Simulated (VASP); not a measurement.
Given:

```yaml
crystal:
  lattice:
    - [3.88563, 0.00000, 0.00000]
    - [-1.94281, 3.36505, 0.00000]
    - [0.00000, 0.00000, 6.26833]
  atoms:
    - { symbol: Te, position: [0.00000, 0.00000, 0.00000] }
    - { symbol: Se, position: [0.33333, 0.66667, 0.25200] }
    - { symbol: Se, position: [0.66667, 0.33333, 0.74800] }
```

The numbers are results of PBE GGA, VASP's PBE PAW potentials (set 64) (plane waves; VASP), not measurements. Settings: 400 eV cut-off, KSPACING 0.2 per Å, Gaussian smearing of 0.050 eV, potentials Te Se.

Problem. Which forces act on the atoms, in eV/Å?

Solution. 
```
atom     Fx     Fy      Fz
----  -----  -----  ------
Te1   0.000  0.000   0.000
Se2   0.000  0.000   1.018
Se3   0.000  0.000  -1.018
```

Problem. Give the stress tensor in GPa (positive for a compressed cell).

Solution. 
```
6.45  0.00  0.00
0.00  6.45  0.00
0.00  0.00  6.97
```
The pressure is its mean diagonal, 6.62 GPa.

The structure was generated: TeSe2 was put into the CdI2 type (P-3m1), which need not be its known phase. The cell was not relaxed at this level. The run is one of a series of settings (KGAMMA = .TRUE., KSPACING = 0.2, KPOINTS file removed against the base run), some of them coarse on purpose.
